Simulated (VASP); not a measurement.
Here is the system:

```
CELL_PARAMETERS angstrom
      2.95000     0.00000     0.00000
      0.00000     2.95000     0.00000
      0.00000     0.00000     2.95000
ATOMIC_POSITIONS crystal
  Zn 0.50000 0.50000 0.50000
  Cu 0.00000 0.00000 0.00000
```

Level of theory: PBE GGA, VASP's PBE PAW potentials (set 64) (plane waves; VASP). Run with 300 eV cut-off, 11×11×11 Γ-centred mesh, Gaussian smearing of 0.050 eV, potentials Zn Cu.

Give the energies of bands 4 to 14 at the high-symmetry points, in eV from the Fermi level.

```json
[
 {"band": "4", "Γ": "-7.05", "X": "-7.21", "M": "-7.31", "R": "-6.75"},
 {"band": "5", "Γ": "-7.05", "X": "-6.96", "M": "-6.76", "R": "-6.75"},
 {"band": "6", "Γ": "-7.05", "X": "-6.01", "M": "-4.56", "R": "-4.19"},
 {"band": "7", "Γ": "-3.48", "X": "-5.06", "M": "-3.28", "R": "-4.19"},
 {"band": "8", "Γ": "-3.48", "X": "-3.60", "M": "-2.79", "R": "-4.19"},
 {"band": "9", "Γ": "-2.65", "X": "-3.19", "M": "-2.79", "R": "-2.39"},
 {"band": "10", "Γ": "-2.65", "X": "-3.19", "M": "-2.41", "R": "-2.39"},
 {"band": "11", "Γ": "-2.65", "X": "-2.72", "M": "-1.79", "R": "3.90"},
 {"band": "12", "Γ": "6.29", "X": "-1.93", "M": "-1.79", "R": "4.42"},
 {"band": "13", "Γ": "6.29", "X": "11.74", "M": "1.81", "R": "4.42"},
 {"band": "14", "Γ": "6.29", "X": "11.74", "M": "2.17", "R": "4.42"}
]
```

It has no gap at this level: it comes out as a metal or semimetal.

The structure is a typed CuZn crystal (Pm-3m). The cell was not relaxed at this level. The electron count is odd and the run is not spin-polarised, which forces a metal.
